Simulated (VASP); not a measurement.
Output of a VASP run:

**OSZICAR**
```
...
DAV:  11     0.583350419118E+02   -0.36445E-01   -0.26624E-02   530   0.190E+00    0.432E-01
DAV:  12     0.583353750065E+02    0.33309E-03   -0.48187E-03   590   0.792E-01    0.436E-01
DAV:  13     0.583300152867E+02   -0.53597E-02   -0.22062E-03   520   0.522E-01    0.121E-01
DAV:  14     0.583648992635E+02    0.34884E-01   -0.89321E+02   520   0.371E+04    0.798E-02
DAV:  15     0.583297143468E+02   -0.35185E-01   -0.12823E-01   520   0.519E+00    0.704E-02
DAV:  16     0.583295078586E+02   -0.20649E-03   -0.26288E-04   560   0.212E-01    0.188E-02
DAV:  17     0.583294155853E+02   -0.92273E-04   -0.10068E-05   580   0.361E-02    0.926E-03
DAV:  18     0.583294257705E+02    0.10185E-04   -0.66875E-06   560   0.353E-02    0.661E-03
DAV:  19     0.583293916560E+02   -0.34114E-04   -0.15379E-05   530   0.485E-02    0.153E-02
DAV:  20     0.583293921667E+02    0.51073E-06   -0.11031E-06   408   0.152E-02
   1 F= 0.58329392E+02 E0= 0.58329505E+02  d E =0.583294E+02
       N       E                     dE             d eps       ncg     rms          rms(c)
DAV:   1     0.576695580803E+02   -0.65983E+00   -0.15389E+01   550   0.487E+01    0.791E+00
DAV:   2     0.582225183239E+02    0.55296E+00   -0.12368E+00   535   0.165E+01    0.264E+00
DAV:   3     0.582902529583E+02    0.67735E-01   -0.19750E-01   550   0.486E+00    0.270E+00
DAV:   4     0.583344698030E+02    0.44217E-01   -0.50287E-02   530   0.238E+00    0.328E-01
DAV:   5     0.583065621859E+02   -0.27908E-01   -0.21040E-02   520   0.207E+00    0.349E-01
DAV:   6     0.583101512489E+02    0.35891E-02   -0.41070E-03   530   0.871E-01    0.131E-01
DAV:   7     0.583084592647E+02   -0.16920E-02   -0.59867E-03   535   0.107E+00    0.122E-01
DAV:   8     0.583048227739E+02   -0.36365E-02   -0.94008E-04   545   0.389E-01    0.177E-02
DAV:   9     0.583047384444E+02   -0.84330E-04   -0.12870E-04   555   0.125E-01    0.182E-02
DAV:  10     0.583046293157E+02   -0.10913E-03   -0.97054E-05   530   0.852E-02    0.107E-02
DAV:  11     0.583046127612E+02   -0.16555E-04   -0.44843E-06   590   0.270E-02    0.811E-03
DAV:  12     0.583046080585E+02   -0.47027E-05   -0.58027E-06   530   0.248E-02    0.438E-03
DAV:  13     0.583046047594E+02   -0.32991E-05   -0.12889E-06   443   0.184E-02    0.954E-04
DAV:  14     0.583046046446E+02   -0.11484E-06   -0.10315E-07   275   0.419E-03
   2 F= 0.58304605E+02 E0= 0.58304717E+02  d E =-.247875E-01
       N       E                     dE             d eps       ncg     rms          rms(c)
DAV:   1     0.582680504277E+02   -0.36554E-01   -0.79889E-01   550   0.107E+01    0.146E+00
DAV:   2     0.582989532186E+02    0.30903E-01   -0.75877E-02   535   0.415E+00    0.480E-01
DAV:   3     0.583021836354E+02    0.32304E-02   -0.11512E-02   545   0.108E+00    0.484E-01
DAV:   4     0.583042402237E+02    0.20566E-02   -0.29735E-03   525   0.640E-01    0.671E-02
DAV:   5     0.583032613346E+02   -0.97889E-03   -0.18908E-03   520   0.629E-01    0.942E-02
DAV:   6     0.583031583229E+02   -0.10301E-03   -0.77181E-04   520   0.399E-01    0.393E-02
DAV:   7     0.583026758629E+02   -0.48246E-03   -0.40537E-04   520   0.282E-01    0.234E-02
DAV:   8     0.583025173526E+02   -0.15851E-03   -0.34923E-05   575   0.773E-02    0.391E-03
DAV:   9     0.583025080666E+02   -0.92861E-05   -0.87771E-06   535   0.346E-02    0.373E-03
DAV:  10     0.583025020161E+02   -0.60505E-05   -0.38998E-06   535   0.168E-02    0.234E-03
DAV:  11     0.583025011141E+02   -0.90204E-06   -0.33907E-07   375   0.878E-03
   3 F= 0.58302501E+02 E0= 0.58302614E+02  d E =-.268911E-01
```

### OUTCAR
```
------------------------ aborting loop because EDIFF is reached ----------------------------------------
  FORCE on cell =-STRESS in cart. coord.  units (eV):
  Direction    XX          YY          ZZ          XY          YZ          ZX
  --------------------------------------------------------------------------------------
  Total        0.0030826      0.0030826      0.0030826     -0.0000000     -0.0000000      0.0000000
  in kB        0.0693375      0.0693375      0.0693375     -0.0000000     -0.0000000      0.0000000
  external PRESSURE =       0.0693375 kB  Pullay stress =       0.0000000 kB
  volume of cell :       71.23
      direct lattice vectors                 reciprocal lattice vectors
     0.000000000  3.290097557  3.290097557    -0.151971178  0.151971178  0.151971178
     3.290097557 -0.000000000  3.290097557     0.151971178 -0.151971178  0.151971178
     3.290097557  3.290097557  0.000000000     0.151971178  0.151971178 -0.151971178
 POSITION                                       TOTAL-FORCE (eV/Angst)
 -----------------------------------------------------------------------------------
      0.00000      0.00000      0.00000         0.000000      0.000000      0.000000
      1.64505      1.64505      1.64505        -0.000000     -0.000000     -0.000000
 -----------------------------------------------------------------------------------
    total drift:                               -0.000000     -0.000000     -0.000000
  FREE ENERGIE OF THE ION-ELECTRON SYSTEM (eV)
  ---------------------------------------------------
  free  energy   TOTEN  =        58.3025011141 eV

  energy  without entropy=       58.3027259863  energy(sigma->0) =       58.30261355

 reached required accuracy - stopping structural energy minimisation
```
(Selected blocks of OUTCAR.)

POSCAR:
```
HgTe
1
    0.0000000000     3.2300000000     3.2300000000
    3.2300000000     0.0000000000     3.2300000000
    3.2300000000     3.2300000000     0.0000000000
Hg Te
1 1
Direct
  0.0000000000   0.0000000000   0.0000000000
  0.2500000000   0.2500000000   0.2500000000
```

Reconstruct the remaining input files.

One answer among several that fit: the input of the run itself, revTPSS meta-GGA, plane waves, VASP's PBE PAW potentials (set 64).

INCAR:
```
! general
SYSTEM  = HgTe
PREC    = Accurate
ENCUT   = 520
LREAL   = .FALSE.
LASPH   = .TRUE.

! electronic loop
EDIFF   = 1E-6
NELM    = 100
ALGO    = Normal
LMAXMIX = 6
LMIXTAU = .TRUE.

! smearing
ISMEAR  = 0
SIGMA   = 0.05

! functional
METAGGA = RTPSS

! ions
IBRION  = 2
NSW     = 60
ISIF    = 3
EDIFFG  = -0.01

! output
LWAVE   = .FALSE.
LCHARG  = .FALSE.
```

KPOINTS:
```
kpoints
0
Gamma
  7 7 7
0 0 0
```

POTCAR, in this order: Hg Te (PBE.64 set). Program: vasp_std.

Energy and stress use the plane-wave basis of the starting cell.

The compound is HgTe in the zinc blende structure. This run relaxes it. Symmetry was kept, so distortions that lower it aren't found.
